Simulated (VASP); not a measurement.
Consider the following.

```xyz
8
Lattice="11.3990 0.0000 0.0000 0.0000 3.8353 0.0000 0.0000 0.0000 4.7236" Properties=species:S:1:pos:R:3 pbc="T T T"
Ge     1.4716     0.9588     0.5621
Ge     9.9274     2.8765     4.1615
Ge     4.2279     2.8765     2.9239
Ge     7.1711     0.9588     1.7997
Se     9.6809     0.9588     2.4349
Se     1.7181     2.8765     2.2887
Se     7.4175     2.8765     0.0731
Se     3.9814     0.9588     4.6505
```

These are HSE06 screened hybrid, VASP's PBE PAW potentials (set 64) (plane waves; VASP 6.6.1) values and carry that method's errors. Numerical set-up: 300 eV cut-off, 1×3×3 Γ-centred mesh, Gaussian smearing of 0.010 eV, potentials Ge_d Se.

At this cut-off the stress carries a Pulay error, which pulls relaxed volumes low.

**Question.** Estimate the energy per atom (σ→0), pressure, band gap (on the k-mesh) with the smallest direct gap where there is one.

**Answer.** 
band gap (on the k-mesh): 1.55 eV
smallest direct gap (on the k-mesh): 1.55 eV
energy per atom (σ→0): -5.045 eV/atom
pressure: -2.08 GPa

The absolute energy has meaning only against runs of the same code, potentials and settings.

The structure comes from a computed database's GeSe entry; how it stands against other phases isn't given here. The cell was not relaxed at this level. The k-mesh is coarse (spacing up to 0.55 per Å, 2π included), so the numbers may not be converged in it.
